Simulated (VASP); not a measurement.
Sr2SO:

```
Sr S O
1.0
     4.04324    0.00000    0.00000
     0.00000    4.04324    0.00000
     0.00000    0.00000    5.71800
Sr S O
2 1 1
Direct
  0.50000 0.50000 0.50000
  0.00000 0.00000 0.00000
  0.00000 0.00000 0.50000
  0.50000 0.50000 0.00000
```

The cell comes from a database or a generator and needn't be the stable form of this composition.

Base run:

- Program: VASP 6.6.1
- Functional: HSE(alpha, omega)
- Potentials or basis: VASP PAW PBE potentials, release 64 (Sr_sv, S, O)
- Cutoff: 520 eV
- k mesh: 4 × 4 × 3
- Occupations: fermi-dirac, width 0.05 eV
- Spin: no spin polarisation

Its results: band gap on the k mesh 3.16 eV, direct; pressure -0.8 GPa.

Task: The run is repeated on the same cell with these changes: share of exact exchange from 0.2 to 0.25. What comes out?

Result: Band gap on the k mesh 3.42 eV, direct; pressure -1.0 GPa.

Caveats: the PAW data sets were made with another functional, which shifts forces and pressure a little; an odd mesh through Γ misses points on the zone boundary, where band edges often lie.
